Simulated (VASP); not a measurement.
Here is a VASP 6.6.1 calculation.

INCAR

```
ALGO = Normal ; EDIFF = 1E-7
ENCUT = 520 ; GGA = PE
ISIF = 2 ; ISMEAR = -1
LASPH = T ; LCHARG = F
LREAL = F ; LWAVE = F
NBANDS = 30 ; NELM = 60
PREC = Accurate ; SIGMA = 0.05
```

The input KPOINTS:

```
k-points
0
Gamma
  10 10 10
```

Contents of POSCAR:

```
BeRu3
1.0
   -1.8057610000      1.8057610000      3.9533950000
    1.8057610000     -1.8057610000      3.9533950000
    1.8057610000      1.8057610000     -3.9533950000
Ru Be
3 1
Direct
    0.5000000000      0.5000000000      0.0000000000
    0.2500000000      0.7500000000      0.5000000000
    0.7500000000      0.2500000000      0.5000000000
    0.0000000000      0.0000000000      0.0000000000
```

Potentials or basis: VASP PAW PBE potentials, release 64 (Ru_pv, Be).

Run with:

```sh
$ cat potpaw_PBE.64/Ru_pv/POTCAR potpaw_PBE.64/Be/POTCAR > POTCAR
$ mpirun -np 1 vasp_std > vasp.out
```

Question: Predict the band gap on the k mesh.

Answer: None (metal or under the smearing width).

Question: Estimate the pressure.

Answer: -2.2 GPa.

Stress tensor (GPa, compression positive):
```
-2.37  0.00  0.00
 0.00 -2.37  0.00
 0.00  0.00 -1.77
```
